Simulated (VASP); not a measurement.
All values below come from r2SCAN meta-GGA, VASP's PBE PAW potentials (set 64) (plane waves; VASP).

A VASP calculation is set up with these files.

**POSCAR**
```
W(110) slab
2.7476930
  0.9999998688   0.0000000000   0.0000000000
 -0.3333331678   0.9428089415   0.0000000000
  0.0000000000   0.0000000000   9.5636560041
W
5
Cartesian
  0.3333333505   0.4714044707   3.1771869267
  0.0000000000   0.0000000000   3.9645391568
  0.3333333505   0.4714044707   4.7818280021
  0.0000000000   0.0000000000   5.5991168473
  0.3333333505   0.4714044707   6.3864690774
```

INCAR:
```
# general
SYSTEM   =  W(110) slab
PREC     =  Normal
ENCUT    =  400
LREAL    =  .FALSE.   # projection in real space or not
LASPH    =  .TRUE.

# electronic loop
EDIFF    =  1E-6   # SCF stop (eV)
NELM     =  100
NELMIN   =  4
ALGO     =  Normal   # blocked Davidson
LMAXMIX  =  6
LMIXTAU  =  .TRUE.

# smearing
ISMEAR   =  1   # Methfessel-Paxton
SIGMA    =  0.1   # width (eV)

# functional
METAGGA  =  R2SCAN

# output
LWAVE    =  .FALSE.
LCHARG   =  .FALSE.
LORBIT   =  11   # lm-projected
LVHAR    =  .TRUE.

# other
LDIPOL   =  .TRUE.
IDIPOL   =  3
DIPOL    =  0.5 0.5 0.5
```

KPOINTS:
```
Automatic mesh
0
Gamma
11 11 1
0 0 0
```

POTCAR, in this order: W_sv (PBE.64 set). Program: vasp_std. Read from the step before: WAVECAR.

The resulting files:

### OUTCAR
```
 ion  position               nearest neighbor table
   1  0.500  0.500  0.332-   2 2.68   2 2.68   2 3.12   2 3.12
   2  0.000  0.000  0.415-   1 2.68   1 2.68   3 2.75   3 2.75   1 3.12   1 3.12   3 3.17   3 3.17
  LATTYP: Found a base centered orthorhombic cell.
 ALAT       =     3.1727624163
 B/A-ratio  =     1.4142133784
 C/A-ratio  =     8.2823694968
 Subroutine PRICEL returns:
 Original cell was already a primitive cell.
 Subroutine GETGRP returns: Found  8 space group operations
The static configuration has the point symmetry D_2h.
The dynamic configuration has the point symmetry D_2h.
 Subroutine INISYM returns: Found  8 space group operations
 Subroutine IBZKPT returns following result:
 Found     36 irreducible k-points:

 Following reciprocal coordinates:
            Coordinates               Weight
  0.000000  0.000000  0.000000      1.000000
  0.090909  0.000000  0.000000      4.000000
  0.181818 -0.000000  0.000000      4.000000
  0.272727  0.000000  0.000000      4.000000
  0.363636  0.000000  0.000000      4.000000
  0.454545  0.000000  0.000000      4.000000
  0.090909  0.090909  0.000000      2.000000
  0.181818  0.090909  0.000000      4.000000
  0.272727  0.090909  0.000000      4.000000
  0.363636  0.090909  0.000000      4.000000
  0.454545  0.090909  0.000000      4.000000
 -0.454545  0.090909  0.000000      4.000000
 -0.363636  0.090909  0.000000      4.000000
 -0.272727  0.090909  0.000000      4.000000
 -0.181818  0.090909  0.000000      4.000000
 -0.090909  0.090909  0.000000      2.000000
  0.181818  0.181818  0.000000      2.000000
  0.272727  0.181818  0.000000      4.000000
  0.363636  0.181818  0.000000      4.000000
  0.454545  0.181818  0.000000      4.000000
 -0.454545  0.181818  0.000000      4.000000
 -0.363636  0.181818  0.000000      4.000000
 -0.272727  0.181818  0.000000      4.000000
 -0.181818  0.181818  0.000000      2.000000
  0.272727  0.272727  0.000000      2.000000
  0.363636  0.272727  0.000000      4.000000
  0.454545  0.272727  0.000000      4.000000
 -0.454545  0.272727  0.000000      4.000000
 -0.363636  0.272727  0.000000      4.000000
 -0.272727  0.272727  0.000000      2.000000
  0.363636  0.363636  0.000000      2.000000
  0.454545  0.363636  0.000000      4.000000
 -0.454545  0.363636  0.000000      4.000000
 -0.363636  0.363636  0.000000      2.000000
  0.454545  0.454545  0.000000      2.000000
 -0.454545  0.454545  0.000000      2.000000
   k-points           NKPTS =     36   k-points in BZ     NKDIM =     36   number of bands    NBANDS=     42
   number of dos      NEDOS =    301   number of ions     NIONS =      5
   total plane-waves  NPLWV =  27440
   dimension x,y,z NGX =    14 NGY =   14 NGZ =  140
   dimension x,y,z NGXF=    28 NGYF=   28 NGZF=  280
   ions per type =               5
   PREC   = normal    normal or accurate (medium, high low for compatibility)
   ISTART =      1    job   : 0-new  1-cont  2-samecut
   ICHARG =      0    charge: 1-file 2-atom 10-const
   ISPIN  =      1    spin polarized calculation?
   LNONCOLLINEAR =      F non collinear calculations
   LSORBIT =      F    spin-orbit coupling
   INIWAV =      1    electr: 0-lowe 1-rand  2-diag
   ENCUT  =  400.0 eV  29.40 Ry    5.42 a.u.   4.48  4.48 42.85*2*pi/ulx,y,z
   NELM   =    100;   NELMIN=  4; NELMDL=  0     # of ELM steps
   EDIFF  = 0.1E-05   stopping-criterion for ELM
   LREAL  =      F    real-space projection
   NLSPLINE    = F    spline interpolate recip. space projectors
   LMAXMIX     =    6 max onsite mixed and CHGCAR
   VOSKOWN=      0    Vosko Wilk Nusair interpolation
   EDIFFG = 0.1E-04   stopping-criterion for IOM
...
```

File OSZICAR:
```
       N       E                     dE             d eps       ncg     rms          rms(c)
DAV:   1    -0.253606851241E+03   -0.25361E+03   -0.15955E-05  2798   0.344E-02    0.541E-03
DAV:   2    -0.253606851476E+03   -0.23419E-06   -0.82327E-05  3492   0.789E-02    0.111E-02
DAV:   3    -0.253606847204E+03    0.42720E-05   -0.39323E-05  3516   0.546E-02    0.105E-03
DAV:   4    -0.253606848672E+03   -0.14683E-05   -0.87806E-07  2290   0.694E-03    0.848E-04
DAV:   5    -0.253606848779E+03   -0.10715E-06   -0.87819E-08  1712   0.209E-03
   1 F= -.25360685E+03 E0= -.25360749E+03  d E =0.192525E-02
```

**OUTCAR**
```
------------------------ aborting loop because EDIFF is reached ----------------------------------------
  FORCE on cell =-STRESS in cart. coord.  units (eV):
  Direction    XX          YY          ZZ          XY          YZ          ZX
  --------------------------------------------------------------------------------------
  Total       -3.7538765     -3.9843149     -0.0679061     -0.3258894      0.0000000      0.0000000
  in kB      -32.1542484    -34.1280938     -0.5816574     -2.7914419      0.0000000      0.0000000
  external PRESSURE =     -22.2879999 kB  Pullay stress =       0.0000000 kB
  volume of cell :      187.05
      direct lattice vectors                 reciprocal lattice vectors
     2.747692640  0.000000000  0.000000000     0.363941725  0.128672781  0.000000000
    -0.915897212  2.590549529  0.000000000     0.000000000  0.386018483  0.000000000
     0.000000000  0.000000000 26.277990657     0.000000000  0.000000000  0.038054660
 POSITION                                       TOTAL-FORCE (eV/Angst)
 -----------------------------------------------------------------------------------
      0.91590      1.29527      8.72993         0.000000      0.000000     -0.006859
      0.00000      0.00000     10.89334         0.000000     -0.000000      0.009356
      0.91590      1.29527     13.13900        -0.000000      0.000000      0.000000
      0.00000      0.00000     15.38465        -0.000000      0.000000     -0.009356
      0.91590      1.29527     17.54806         0.000000     -0.000000      0.006859
 -----------------------------------------------------------------------------------
    total drift:                                0.000000     -0.000000      0.000000
  FREE ENERGIE OF THE ION-ELECTRON SYSTEM (eV)
  ---------------------------------------------------
  free  energy   TOTEN  =      -253.6068487790 eV

  energy  without entropy=     -253.6087740256  energy(sigma->0) =     -253.60749053

 total charge

# of ion       s       p       d       tot
------------------------------------------
    1        2.410   6.249   3.308  11.966
    2        2.396   6.350   3.347  12.094
    3        2.390   6.337   3.338  12.066
    4        2.396   6.350   3.347  12.094
    5        2.410   6.249   3.308  11.966
--------------------------------------------------
tot         12.002  31.535  16.648  60.186
```
(Selected blocks of OUTCAR.)

The cell is a thin slab with vacuum, built from W (bcc): (110) face.
